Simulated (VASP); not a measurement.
Given:

```xyz
2
Lattice="3.0864 0.0000 0.0000 0.0000 3.0864 0.0000 0.0000 0.0000 3.0864" Properties=species:S:1:pos:R:3 pbc="T T T"
Ti     0.0000     0.0000     0.0000
Si     1.5432     1.5432     1.5432
```

Level of theory: PBE GGA, VASP's PBE PAW potentials (set 64) (plane waves; VASP). Settings: 300 eV cut-off, 6×6×6 Γ-centred mesh, Gaussian smearing of 0.14 eV, potentials Ti_sv Si.

At this cut-off the stress carries a Pulay error, which pulls relaxed volumes low.

**Question.** Give the stress tensor in GPa (positive for a compressed cell).

**Answer.** 
```
3.93  0.00  0.00
0.00  3.93  0.00
0.00  0.00  3.93
```
The pressure is its mean diagonal, 3.93 GPa.

The structure was generated: TiSi was put into an ordered model structure, which need not be its known phase. The cell was not relaxed at this level. The k-mesh is coarse (spacing up to 0.34 per Å, 2π included), so the numbers may not be converged in it.
